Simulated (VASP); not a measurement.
The input files of a VASP run:

KPOINTS:
```
Regular mesh
0
G
 12 12 12
0 0 0
```

### INCAR
```
! general
SYSTEM  = AgB
PREC    = Accurate
ENCUT   = 600
LREAL   = F   ! projection in real space or not
LASPH   = T   ! aspherical one-centre terms

! electronic loop
EDIFF   = 1E-7   ! SCF stop (eV)
NELM    = 100
ALGO    = Normal   ! blocked Davidson
LMAXMIX = 4   ! l cut-off of mixed one-centre charges
LMIXTAU = T

! smearing
ISMEAR  = 1
SIGMA   = 0.1

! functional
METAGGA = R2SCAN

! ions
ISIF    = 2

! output
LWAVE   = F
LCHARG  = F
```

File POSCAR:
```
AgB
1
    3.0174160557     0.0000000000     0.0000000000
    0.0000000000     3.0174160557     0.0000000000
    0.0000000000     0.0000000000     3.0174160557
Ag B
1 1
Direct
  0.0000000000   0.0000000000   0.0000000000
  0.5000000000   0.5000000000   0.5000000000
```

POTCAR, in this order: Ag B (PBE.64 set). Program: vasp_std.

Write an equivalent input for Ansatz.

One equivalent input (not run):
Ansatz 0.2 input:
```yaml
crystal:
  lattice:
    - [3.0174161, 0.0000000, 0.0000000]
    - [0.0000000, 3.0174161, 0.0000000]
    - [0.0000000, 0.0000000, 3.0174161]
  atoms:
    - { symbol: Ag, position: [0.0000000, 0.0000000, 0.0000000] }
    - { symbol: B, position: [0.5000000, 0.5000000, 0.5000000] }
kpoints:
  mp_grid: { grid: [12, 12, 12] }
hamiltonian:
  xc: r2scan
  pseudopotentials: { kind: paw }
scf:
  occupations: { method: methfessel_paxton, width: 0.1 }
  max_iter: 100
output: { forces: true, stress: true, eigenvalues: true }
```
Limits of the translation: each code has its own PAW files, so the cut-off isn't converted (ENCUT is set for VASP's; basis.ecutwfc is left out, and Ansatz then takes the one that its files recommend); Ansatz stops its SCF on the density residual and VASP on the energy change (EDIFF).

The structure was generated: AgB was put into the CsCl type (Pm-3m), which need not be its known phase. This cell was strained or had an atom moved on purpose.
